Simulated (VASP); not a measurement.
All values below come from r2SCAN meta-GGA, VASP's PBE PAW potentials (set 64) (plane waves; VASP).

VASP input:

**KPOINTS_OPT**
```
k-points along high-symmetry lines
6
Line-mode
Reciprocal
  0.000000   0.000000   0.000000 ! GAMMA
  0.000000   0.000000   0.500000 ! X

  0.000000   0.000000   0.500000 ! X
  0.250000   0.250000   0.250000 ! P

  0.250000   0.250000   0.250000 ! P
  0.000000   0.500000   0.000000 ! N

  0.000000   0.500000   0.000000 ! N
  0.000000   0.000000   0.000000 ! GAMMA

  0.000000   0.000000   0.000000 ! GAMMA
  0.500000   0.500000  -0.500000 ! M

  0.500000   0.500000  -0.500000 ! M
  0.301769   0.698231  -0.301769 ! S

 -0.301769   0.301769   0.301769 ! S_0
  0.000000   0.000000   0.000000 ! GAMMA

  0.000000   0.000000   0.500000 ! X
 -0.103537   0.103537   0.500000 ! R

  0.500000   0.500000  -0.103537 ! G
  0.500000   0.500000  -0.500000 ! M
```

### INCAR
```
SYSTEM = ScAl3
PREC = Accurate
ENCUT = 400
EDIFF = 1E-7
NELM = 100
ALGO = Normal
LREAL = .FALSE.
LASPH = .TRUE.
ISMEAR = -5
METAGGA = R2SCAN
LMIXTAU = .TRUE.
LMAXMIX = 4
LWAVE = .FALSE.
LCHARG = .FALSE.
LORBIT = 11
NEDOS = 601
ISIF = 2
LEFG = .TRUE.
```

File POSCAR:
```
ScAl3
1
   -2.0012919421     2.0012919421     4.3854040188
    2.0012919421    -2.0012919421     4.3854040188
    2.0012919421     2.0012919421    -4.3854040188
Sc Al
1 3
Direct
  1.0000000000   0.0000000000   1.0000000000
  0.7500000000   0.2500000000   0.5000000000
  0.2500000000   0.7500000000   0.5000000000
  0.5000000000   0.5000000000   1.0000000000
```

**KPOINTS**
```
Automatic
0
Gamma
 12 12 12
0 0 0
```

POTCAR, in this order: Sc_sv Al (PBE.64 set). Program: vasp_std.

The run wrote:

**OSZICAR**
```
       N       E                     dE             d eps       ncg     rms          rms(c)
DAV:   1     0.877352869438E+02    0.87735E+02   -0.75604E+03  4596   0.109E+03
DAV:   2    -0.297616572373E+02   -0.11750E+03   -0.11572E+03  4656   0.356E+02
DAV:   3    -0.367797809467E+02   -0.70181E+01   -0.67449E+01  7068   0.673E+01
DAV:   4    -0.369117458183E+02   -0.13196E+00   -0.13174E+00  6452   0.103E+01
DAV:   5    -0.369148935162E+02   -0.31477E-02   -0.31484E-02  6684   0.153E+00    0.111E+01
DAV:   6    -0.332945085198E+02    0.36204E+01   -0.59863E+00  6646   0.378E+01    0.422E+00
DAV:   7    -0.327419924650E+02    0.55252E+00   -0.53095E-01  4922   0.716E+00    0.194E+00
DAV:   8    -0.332021906376E+02   -0.46020E+00   -0.68706E-01  6598   0.720E+00    0.765E-01
DAV:   9    -0.330330996791E+02    0.16909E+00   -0.96447E-02  6318   0.388E+00    0.445E-01
DAV:  10    -0.330818743747E+02   -0.48775E-01   -0.24734E-01  6666   0.587E+00    0.295E-01
DAV:  11    -0.330869302723E+02   -0.50559E-02   -0.29650E-02  7388   0.228E+00    0.170E-01
DAV:  12    -0.330830563065E+02    0.38740E-02   -0.60143E-03  7456   0.902E-01    0.345E-02
DAV:  13    -0.330851771534E+02   -0.21208E-02   -0.24906E-03  5308   0.500E-01    0.286E-02
DAV:  14    -0.330844561425E+02    0.72101E-03   -0.67325E-04  5152   0.289E-01    0.270E-02
DAV:  15    -0.330848629012E+02   -0.40676E-03   -0.14665E-04  5338   0.105E-01    0.126E-02
DAV:  16    -0.330849658508E+02   -0.10295E-03   -0.28889E-04  5368   0.166E-01    0.942E-03
DAV:  17    -0.330849922391E+02   -0.26388E-04   -0.21357E-05  5820   0.525E-02    0.520E-03
DAV:  18    -0.330849921737E+02    0.65434E-07   -0.60764E-07  6294   0.761E-03
   1 F= -.33084992E+02 E0= -.33084992E+02  d E =0.000000E+00
       N       E                     dE             ncg
```

OUTCAR:
```
------------------------ aborting loop because EDIFF is reached ----------------------------------------
  FORCE on cell =-STRESS in cart. coord.  units (eV):
  Direction    XX          YY          ZZ          XY          YZ          ZX
  --------------------------------------------------------------------------------------
  Total        0.0094685      0.0094685     -0.0378232      0.0000000      0.0000000      0.0000000
  in kB        0.2159244      0.2159244     -0.8625386      0.0000000      0.0000000      0.0000000
  external PRESSURE =      -0.1435632 kB  Pullay stress =       0.0000000 kB
  volume of cell :       70.26
      direct lattice vectors                 reciprocal lattice vectors
    -2.001291942  2.001291942  4.385404019     0.000000000  0.249838611  0.114014581
     2.001291942 -2.001291942  4.385404019     0.249838611  0.000000000  0.114014581
     2.001291942  2.001291942 -4.385404019     0.249838611  0.249838611  0.000000000
 POSITION                                       TOTAL-FORCE (eV/Angst)
 -----------------------------------------------------------------------------------
      0.00000      0.00000      0.00000         0.000000     -0.000000     -0.000000
      0.00000      2.00129      2.19270        -0.000000      0.000000     -0.000000
      2.00129      0.00000      2.19270         0.000000     -0.000000      0.000000
      0.00000      0.00000      4.38540         0.000000     -0.000000     -0.000000
 -----------------------------------------------------------------------------------
    total drift:                               -0.000000      0.000000      0.000000
  FREE ENERGIE OF THE ION-ELECTRON SYSTEM (eV)
  ---------------------------------------------------
  free  energy   TOTEN  =       -33.0849921737 eV

  energy  without entropy=      -33.0849921737  energy(sigma->0) =      -33.08499217

 total charge

# of ion       s       p       d       tot
------------------------------------------
    1        2.188   6.162   1.179   9.530
    2        0.414   0.389   0.000   0.803
    3        0.414   0.389   0.000   0.803
    4        0.453   0.353   0.000   0.806
--------------------------------------------------
tot          3.469   7.293   1.179  11.941

 Electric field gradients after diagonalization (V/A^2)
 (convention: |V_zz| > |V_xx| > |V_yy|)
----------------------------------------------------------------------
 ion       V_xx      V_yy      V_zz     asymmetry (V_yy - V_xx)/ V_zz
----------------------------------------------------------------------
   1       5.701     5.699   -11.400       0.000
   2       5.100     5.100   -10.200       0.000
   3       5.100     5.100   -10.200       0.000
   4     -14.534   -14.534    29.068       0.000
```
(Selected blocks of OUTCAR.)

For a metal the tetrahedron method with Blöchl corrections gives inexact stress and forces.

The structure comes from a computed database's ScAl3 entry (I4/mmm); how it stands against other phases isn't given here. It was relaxed first.
